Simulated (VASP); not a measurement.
OSZICAR of a VASP run on Al₃Sc (L1_2):

OSZICAR:
```
       N       E                     dE             d eps       ncg     rms          rms(c)
DAV:   1     0.123655695534E+03    0.12366E+03   -0.84055E+03   980   0.129E+03
DAV:   2    -0.316509001030E+01   -0.12682E+03   -0.12521E+03   980   0.367E+02
DAV:   3    -0.108020755360E+02   -0.76370E+01   -0.74711E+01  1524   0.733E+01
DAV:   4    -0.109604089526E+02   -0.15833E+00   -0.15817E+00  1408   0.109E+01
DAV:   5    -0.109653319565E+02   -0.49230E-02   -0.48802E-02  1440   0.196E+00    0.789E+00
DAV:   6    -0.101812707067E+02    0.78406E+00   -0.50297E+00  1638   0.245E+01    0.264E+00
DAV:   7    -0.101745685210E+02    0.67022E-02   -0.17443E-01  1528   0.448E+00    0.181E+00
DAV:   8    -0.101751570893E+02   -0.58857E-03   -0.68955E-02  1590   0.255E+00    0.332E-01
DAV:   9    -0.101768671463E+02   -0.17101E-02   -0.25292E-02  1618   0.188E+00    0.315E-01
DAV:  10    -0.101752999839E+02    0.15672E-02   -0.10610E-02  1632   0.117E+00    0.466E-02
DAV:  11    -0.101754313297E+02   -0.13135E-03   -0.46679E-04  1612   0.201E-01    0.160E-02
DAV:  12    -0.101753848138E+02    0.46516E-04   -0.77191E-05  1296   0.926E-02    0.973E-03
DAV:  13    -0.101753875643E+02   -0.27505E-05   -0.53189E-06  1196   0.221E-02    0.610E-03
DAV:  14    -0.101753941826E+02   -0.66183E-05   -0.39546E-06  1442   0.219E-02    0.947E-04
DAV:  15    -0.101753934455E+02    0.73708E-06   -0.21502E-07  1076   0.365E-03    0.903E-04
DAV:  16    -0.101753949839E+02   -0.15383E-05   -0.82436E-08   796   0.333E-03    0.130E-04
DAV:  17    -0.101753951059E+02   -0.12208E-06   -0.15249E-08   610   0.133E-03    0.401E-04
DAV:  18    -0.101753954061E+02   -0.30019E-06   -0.12787E-08   598   0.160E-03    0.101E-04
DAV:  19    -0.101753951735E+02    0.23256E-06   -0.59864E-09   544   0.106E-03    0.180E-04
DAV:  20    -0.101753951456E+02    0.27906E-07   -0.30964E-09   568   0.611E-04
   1 F= -.10175395E+02 E0= -.10175395E+02  d E =0.000000E+00
```

Which electronic solver shows in the log?

It is blocked Davidson (ALGO = Normal, or the opening steps of other solvers). The INCAR had ALGO = Normal.

Can the final energy be trusted as converged?

The calculation finished and met its thresholds. It stopped with EDIFF = 1E-7, NELM = 100 (vdW-DF2, plane waves, VASP's PBE PAW potentials (set 64)).

The compound is Al3Sc in the L1_2 structure. It was relaxed first.
